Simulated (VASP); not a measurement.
The system is NiMoIrPdW.

```xyz
10
Lattice="2.7708 0.0000 0.0000 -1.3854 2.3996 0.0000 0.0000 0.0000 22.0196" Properties=species:S:1:pos:R:3 pbc="T T T"
Ni    0.0000    1.5998   18.7345
Ni    1.3854    0.7999    3.2851
Mo    1.3854    0.7999   16.7479
Mo    0.0000    1.5998    5.2717
Pd    0.0000    1.5998    1.1734
Pd    1.3854    0.7999   20.8462
Ir    0.0000    1.5998   14.4948
Ir    1.3854    0.7999    7.5248
W     0.0000    1.5998    9.7807
W     1.3854    0.7999   12.2389
```

The cell was built by a generator and needn't be a form met in nature.

```yaml
Program: VASP 6.6.1
Task: relaxation of cell and atoms
Functional: RPBE
Potentials_or_basis: VASP PAW PBE potentials, release 64 (Ni, Mo_sv, Pd, Ir, W_sv)
Cutoff: 600 eV
k_mesh: 11 × 11 × 2
Occupations: fermi-dirac, width 0.05 eV
Spin: collinear spin, ferromagnetic start
Starting_moments: "[1.0, 1.0, 1.0, 1.0, 0.0, 0.0, 0.6, 0.6, 0.0, 0.0] μB"
```

At the start: pressure 4.4 GPa; volume 14.64 Å³/atom.

How do energy, volume and symmetry change on relaxing?

Over 18 steps the energy falls by 4.0 meV/atom and the volume is 14.92 Å³/atom (+1.9 %); space group P-3m1 (No. 164, to 0.05 Å); moment 0.00 μB per cell.

Step by step:
| step | energy change (eV) | largest force (eV/Å) | pressure (GPa) | volume (Å³) |
| --- | --- | --- | --- | --- |
| 1 | 0.0000 | 0.1283 | 4.43 | 146.41 |
| 2 | 0.1369 | 0.1923 | -8.76 | 155.16 |
| 3 | -0.0364 | 0.1258 | -0.10 | 149.09 |
| 4 | -0.0364 | 0.1260 | -0.03 | 149.04 |
| 5 | -0.0380 | 0.0430 | 0.02 | 149.04 |
| 6 | -0.0380 | 0.0361 | 0.05 | 149.04 |
| 7 | -0.0384 | 0.0357 | -0.06 | 149.13 |
| 8 | -0.0388 | 0.0347 | -0.36 | 149.36 |
| 9 | -0.0389 | 0.0326 | -0.33 | 149.34 |
| 10 | -0.0392 | 0.0312 | -0.19 | 149.27 |
| 11 | -0.0394 | 0.0395 | 0.06 | 149.13 |
| 12 | -0.0394 | 0.0389 | 0.06 | 149.14 |
| 13 | -0.0395 | 0.0365 | 0.05 | 149.15 |
| 14 | -0.0396 | 0.0288 | 0.02 | 149.18 |
| 15 | -0.0396 | 0.0241 | -0.03 | 149.23 |
| 16 | -0.0397 | 0.0178 | -0.03 | 149.22 |
| 17 | -0.0397 | 0.0123 | -0.02 | 149.20 |
| 18 | -0.0397 | 0.0087 | 0.09 | 149.16 |

Final structure:
```xyz
10
Lattice="2.7892 0.0000 0.0000 -1.3946 2.4155 0.0000 0.0000 0.0000 22.1392" Properties=species:S:1:pos:R:3 pbc="T T T"
Ni    0.0000    1.6103   18.8209
Ni    1.3946    0.8052    3.3183
Mo    1.3946    0.8052   16.8138
Mo    0.0000    1.6103    5.3254
Pd    0.0000    1.6103    1.1855
Pd    1.3946    0.8052   20.9538
Ir    0.0000    1.6103   14.5582
Ir    1.3946    0.8052    7.5810
W     0.0000    1.6103    9.8343
W     1.3946    0.8052   12.3049
```

Caveat: the PAW data sets were made with another functional, which shifts forces and pressure a little.
